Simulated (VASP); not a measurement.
Computed with PBEsol GGA, VASP's PBE PAW potentials (set 64) (plane waves; VASP 6.6.1).

A VASP calculation is set up with these files.

### KPOINTS
```
Automatic mesh
0
Gamma
8 8 4
0 0 0
```

### INCAR
```
SYSTEM=MgI2
PREC=Accurate; ENCUT=400; LREAL=.False.
LASPH=.True.; NBANDS=36
EDIFF=1E-7; NELM=100; ALGO=Normal
LMAXMIX=4
ISMEAR=0; SIGMA=0.01
GGA=PS
LWAVE=.False.; LCHARG=.False.; NEDOS=1001
LOPTICS=.True.; CSHIFT=0.1
```

**POSCAR**
```
MgI2
4.1280140
  0.5000000157  -0.8660253296   0.0000000000
  0.5000000157   0.8660253296   0.0000000000
  0.0000000000   0.0000000000   1.6957150084
Mg I
1 2
Cart
  0.0000000000   0.0000000000   1.6957150084
  0.5000000157   0.2886756872   0.4040273836
  0.5000000157  -0.2886756872   1.2916876248
```

POTCAR, in this order: Mg I (PBE.64 set). Program: vasp_std.

Without a dispersion term in the relaxation, distances and binding between the weakly bound layers, chains or molecules are unreliable, and so is what depends on them.

Task: Estimate the energy per atom (σ→0).

Result: 
* **energy per atom (σ→0)**: -2.808 eV/atom

File OSZICAR:
```
...
DAV:   7    -0.842524589770E+01    0.29001E-01   -0.45782E-02  2936   0.680E-01    0.601E-01
DAV:   8    -0.842323629307E+01    0.20096E-02   -0.54306E-03  2852   0.232E-01    0.257E-01
DAV:   9    -0.842322833435E+01    0.79587E-05   -0.55559E-04  3044   0.668E-02    0.556E-02
DAV:  10    -0.842322214195E+01    0.61924E-05   -0.25961E-05  2996   0.149E-02    0.203E-02
DAV:  11    -0.842322428118E+01   -0.21392E-05   -0.39651E-06  2884   0.517E-03    0.121E-02
DAV:  12    -0.842322437543E+01   -0.94250E-07   -0.13108E-07  3148   0.161E-03
   1 F= -.84232244E+01 E0= -.84232244E+01  d E =-.731566E-28
 imaginary and real dielectric function
```

The compound is MgI2 in the 1T layered structure. It was relaxed first.
